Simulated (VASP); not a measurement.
Method: PBE GGA, VASP's PBE PAW potentials (set 64) (plane waves; VASP).

Input for VASP

File KPOINTS:
```
Automatic mesh
0
Gamma
6 6 1
0 0 0
```

### POSCAR
```
Os16F
1.0
  5.5108435923   0.0000000000   0.0000000000
  2.7554223008   4.7725307101   0.0000000000
  0.0000000000   0.0000000000  20.5823898804
Os F
16 1
Cartesian
  5.5180979455   1.5866521826   7.0643450594
  2.7481622682   1.5866521826   7.0643450594
  6.8885521555   3.9771073342   7.0647630404
  4.1331303605   3.9854869279   7.0643450594
  8.2568252744   4.7670801665   9.1759042145
  5.5202847140   4.7670801665   9.1759042145
  6.8885547436   2.3971664418   9.1759042145
  4.1331329465   2.3862653550   9.1721986660
  5.5020446685   1.5959205470  11.3399406754
  2.7642155467   1.5959205470  11.3399406754
  6.8885521555   3.9771073342  11.4213782888
  4.1331303583   3.9669501986  11.3399406754
  0.0310823046   0.0179453765  13.4555952320
  2.7243394953   0.0179453765  13.4555952320
  1.3777111466   2.3503746021  13.4555952320
  4.1331329465   2.3862653550  13.4430535174
  1.3777137376   0.7954233759  15.2097959422
```

### INCAR
```
SYSTEM = Os16F
PREC = Normal
ENCUT = 400
EDIFF = 1E-5
NELM = 100
ALGO = Normal
LREAL = .FALSE.
LASPH = .TRUE.
ISMEAR = 1
SIGMA = 0.1
GGA = PE
LMAXMIX = 6
LWAVE = .TRUE.
LCHARG = .FALSE.
NELMIN = 4
LDIPOL = .TRUE.
IDIPOL = 3
DIPOL = 0.5 0.5 0.5
IBRION = 2
ISIF = 2
NSW = 120
EDIFFG = -0.03
```

POTCAR, in this order: Os F (PBE.64 set). Program: vasp_std.

Output

### OUTCAR
```
 ion  position               nearest neighbor table
   1  0.835  0.332  0.343-   5 2.64   7 2.64   8 2.65   4 2.74   2 2.74   3 2.76   3 2.76   4 2.77
                             2 2.77
   2  0.332  0.332  0.343-   7 2.64   6 2.64   8 2.65   1 2.74   4 2.74   3 2.76   3 2.76   1 2.77
                             4 2.77
   3  0.833  0.833  0.343-   6 2.64   7 2.64   5 2.64   2 2.76   2 2.76   4 2.76   4 2.76   1 2.76
                             1 2.76
   4  0.332  0.835  0.343-   5 2.64   6 2.64   8 2.65   1 2.74   2 2.74   3 2.76   3 2.76   1 2.77
                             2 2.77
   5  0.999  0.999  0.446-   3 2.64   4 2.64   1 2.64  12 2.69   9 2.69   6 2.74   7 2.74  11 2.75
                             8 2.76   8 2.76   6 2.77   7 2.77
   6  0.502  0.999  0.446-   3 2.64   2 2.64   4 2.64  10 2.69  12 2.69   7 2.74   5 2.74  11 2.75
                             8 2.76   8 2.76   7 2.77   5 2.77
   7  0.999  0.502  0.446-   3 2.64   2 2.64   1 2.64  10 2.69   9 2.69   6 2.74   5 2.74  11 2.75
                             8 2.76   8 2.76   6 2.77   5 2.77
   8  0.500  0.500  0.446-   1 2.65   4 2.65   2 2.65   9 2.68  12 2.68  10 2.68   5 2.76   5 2.76
                             7 2.76   7 2.76   6 2.76   6 2.76
   9  0.831  0.334  0.551-  16 2.63  13 2.64  15 2.64   8 2.68   5 2.69   7 2.69  12 2.74  10 2.74
                            11 2.76  11 2.76  12 2.77  10 2.77
  10  0.334  0.334  0.551-  16 2.63  15 2.64  14 2.64   8 2.68   7 2.69   6 2.69   9 2.74  12 2.74
                            11 2.76  11 2.76   9 2.77  12 2.77
  11  0.833  0.833  0.555-  14 2.60  15 2.60  13 2.60   6 2.75   7 2.75   5 2.75  10 2.76  10 2.76
                            12 2.76  12 2.76   9 2.76   9 2.76
  12  0.334  0.831  0.551-  16 2.63  13 2.64  14 2.64   8 2.68   5 2.69   6 2.69   9 2.74  10 2.74
                            11 2.76  11 2.76   9 2.77  10 2.77
  13  0.004  0.004  0.654-  17 2.34  11 2.60  12 2.64   9 2.64  14 2.69  15 2.69  16 2.76  16 2.76
                            14 2.82  15 2.82
  14  0.492  0.004  0.654-  17 2.34  11 2.60  10 2.64  12 2.64  15 2.69  13 2.69  16 2.76  16 2.76
                            15 2.82  13 2.82
  15  0.004  0.492  0.654-  17 2.34  11 2.60  10 2.64   9 2.64  14 2.69  13 2.69  16 2.76  16 2.76
                            14 2.82  13 2.82
  16  0.500  0.500  0.653-   9 2.63  12 2.63  10 2.63  13 2.76  13 2.76  15 2.76  15 2.76  14 2.76
                            14 2.76
  17  0.167  0.167  0.739-  14 2.34  15 2.34  13 2.34
  LATTYP: Found a hexagonal cell.
 ALAT       =     5.5108439857
 C/A-ratio  =     3.7348888725
 Subroutine PRICEL returns:
 Original cell was already a primitive cell.
 Subroutine GETGRP returns: Found  6 space group operations
...
```

**OSZICAR**
```
       N       E                     dE             d eps       ncg     rms          rms(c)
DAV:   1     0.899952931222E+03    0.89995E+03   -0.50701E+04  1134   0.117E+03
DAV:   2    -0.662883249393E+02   -0.96624E+03   -0.90002E+03  1316   0.416E+02
DAV:   3    -0.179018462977E+03   -0.11273E+03   -0.10838E+03  1539   0.114E+02
DAV:   4    -0.186539167375E+03   -0.75207E+01   -0.73166E+01  1620   0.283E+01
DAV:   5    -0.186888644302E+03   -0.34948E+00   -0.34389E+00  1772   0.490E+00    0.592E+01
DAV:   6    -0.176817500676E+03    0.10071E+02   -0.19026E+01  1692   0.188E+01    0.263E+01
DAV:   7    -0.179296518116E+03   -0.24790E+01   -0.30480E+01  1980   0.229E+01    0.146E+01
DAV:   8    -0.179405736929E+03   -0.10922E+00   -0.50001E+01  2044   0.345E+01    0.145E+01
DAV:   9    -0.174582439866E+03    0.48233E+01   -0.27375E+01  2140   0.221E+01    0.422E+00
DAV:  10    -0.174509962492E+03    0.72477E-01   -0.56177E+00  2100   0.932E+00    0.219E+00
DAV:  11    -0.174468152730E+03    0.41810E-01   -0.90046E-01  1900   0.457E+00    0.147E+00
DAV:  12    -0.174448048393E+03    0.20104E-01   -0.18397E-01  1940   0.204E+00    0.833E-01
DAV:  13    -0.174443568524E+03    0.44799E-02   -0.41219E-02  1948   0.975E-01    0.664E-01
DAV:  14    -0.174440757622E+03    0.28109E-02   -0.29629E-02  2084   0.784E-01    0.420E-01
DAV:  15    -0.174440565895E+03    0.19173E-03   -0.12782E-02  2060   0.509E-01    0.321E-01
DAV:  16    -0.174440002836E+03    0.56306E-03   -0.47420E-03  1956   0.311E-01    0.203E-01
DAV:  17    -0.174439973864E+03    0.28972E-04   -0.67129E-04  1852   0.129E-01    0.124E-01
DAV:  18    -0.174439912284E+03    0.61580E-04   -0.27988E-04  1860   0.754E-02    0.946E-02
DAV:  19    -0.174439882731E+03    0.29553E-04   -0.11780E-04  1732   0.527E-02    0.717E-02
DAV:  20    -0.174439872804E+03    0.99267E-05   -0.47757E-05  1172   0.310E-02
   1 F= -.17443987E+03 E0= -.17444315E+03  d E =-.174440E+03
       N       E                     dE             d eps       ncg     rms          rms(c)
DAV:   1    -0.174440039618E+03   -0.15689E-03   -0.76728E-02  1236   0.830E-01    0.557E-02
DAV:   2    -0.174444030143E+03   -0.39905E-02   -0.19309E-02  2132   0.536E-01    0.386E-01
DAV:   3    -0.174440090081E+03    0.39401E-02   -0.18507E-02  2084   0.567E-01    0.403E-02
DAV:   4    -0.174440123689E+03   -0.33608E-04   -0.42530E-04  1564   0.878E-02    0.369E-02
DAV:   5    -0.174440129369E+03   -0.56802E-05   -0.51704E-05  1220   0.451E-02
   2 F= -.17444013E+03 E0= -.17444337E+03  d E =-.256565E-03
```

File OUTCAR:
```
------------------------ aborting loop because EDIFF is reached ----------------------------------------
  FORCE on cell =-STRESS in cart. coord.  units (eV):
  Direction    XX          YY          ZZ          XY          YZ          ZX
  --------------------------------------------------------------------------------------
  Total      -18.0732967    -18.0732980     -1.6188047     -0.0000019     -0.0000000      0.0000000
  in kB      -53.4915699    -53.4915735     -4.7911793     -0.0000057     -0.0000000      0.0000000
  external PRESSURE =     -37.2581076 kB  Pullay stress =       0.0000000 kB
  volume of cell :      541.33
      direct lattice vectors                 reciprocal lattice vectors
     5.510843592  0.000000000  0.000000000     0.181460421 -0.104766239  0.000000000
     2.755422301  4.772530710  0.000000000     0.000000000  0.209532439  0.000000000
     0.000000000  0.000000000 20.582389880     0.000000000  0.000000000  0.048585223
 POSITION                                       TOTAL-FORCE (eV/Angst)
 -----------------------------------------------------------------------------------
      5.51711      1.58722      7.06528        -0.016966      0.009795      0.005236
      2.74915      1.58722      7.06528         0.016966      0.009795      0.005236
      6.88855      3.97711      7.06413        -0.000000     -0.000000      0.011801
      4.13313      3.98435      7.06528        -0.000000     -0.019590      0.005236
      8.25779      4.76764      9.17612        -0.006166     -0.003560      0.000067
      5.51932      4.76764      9.17612         0.006166     -0.003560      0.000067
      6.88855      2.39605      9.17612         0.000000      0.007120      0.000067
      4.13313      2.38627      9.17241        -0.000000     -0.000000      0.018631
      5.50293      1.59541     11.33993        -0.002077      0.001199     -0.001792
      2.76333      1.59541     11.33993         0.002077      0.001199     -0.001792
      6.88855      3.97711     11.42073        -0.000000     -0.000000     -0.015526
      4.13313      3.96797     11.33993        -0.000000     -0.002399     -0.001792
      0.03113      0.01797     13.45506         0.000184      0.000106     -0.002741
      2.72429      0.01797     13.45506        -0.000184      0.000106     -0.002741
      1.37771      2.35032     13.45506        -0.000000     -0.000213     -0.002741
      4.13313      2.38627     13.44231        -0.000000     -0.000000     -0.016100
      1.37771      0.79542     15.20982        -0.000000     -0.000000     -0.001117
 -----------------------------------------------------------------------------------
    total drift:                                0.003881      0.002243     -0.008429
  FREE ENERGIE OF THE ION-ELECTRON SYSTEM (eV)
  ---------------------------------------------------
  free  energy   TOTEN  =      -174.4401293692 eV

  energy  without entropy=     -174.4498402211  energy(sigma->0) =     -174.44336632

 reached required accuracy - stopping structural energy minimisation
```
(Selected blocks of OUTCAR.)

### CONTCAR
```
Os16F
   1.00000000000000
     5.5108435922999996    0.0000000000000000    0.0000000000000000
     2.7554223007999998    4.7725307100999999    0.0000000000000000
     0.0000000000000000    0.0000000000000000   20.5823898804000009
  Os              F
    16     1
Direct
     0.8348497102351570    0.3325746449324201    0.3432681375739383
     0.3325746449324201    0.3325746449324201    0.3432681375739383
     0.8333330000000032    0.8333330000000032    0.3432121633511481
     0.3325746449324201    0.8348497102351570    0.3432681375739383
     0.9989747441322916    0.9989747441322916    0.4458236402141288
     0.5020505116354150    0.9989747441322916    0.4458236402141288
     0.9989747441322916    0.5020505116354150    0.4458236402141288
     0.5000000000000000    0.5000000000000000    0.4456435909973336
     0.8314187785384877    0.3342901107307539    0.5509529500333380
     0.3342901107307539    0.3342901107307539    0.5509529500333380
     0.8333330000000032    0.8333330000000032    0.5548784932610615
     0.3342901107307539    0.8314187785384877    0.5509529500333380
     0.0037659283860625    0.0037659283860625    0.6537171497452918
     0.4924681432278750    0.0037659283860625    0.6537171497452918
     0.0037659283860625    0.4924681432278750    0.6537171497452918
     0.5000000000000000    0.5000000000000000    0.6530976244260233
     0.1666669999999968    0.1666669999999968    0.7389724950643239
```

At this cut-off the stress carries a Pulay error, which pulls relaxed volumes low.

The cell is a thin slab with vacuum, built from Os (hcp): (001) face, F adsorbed.
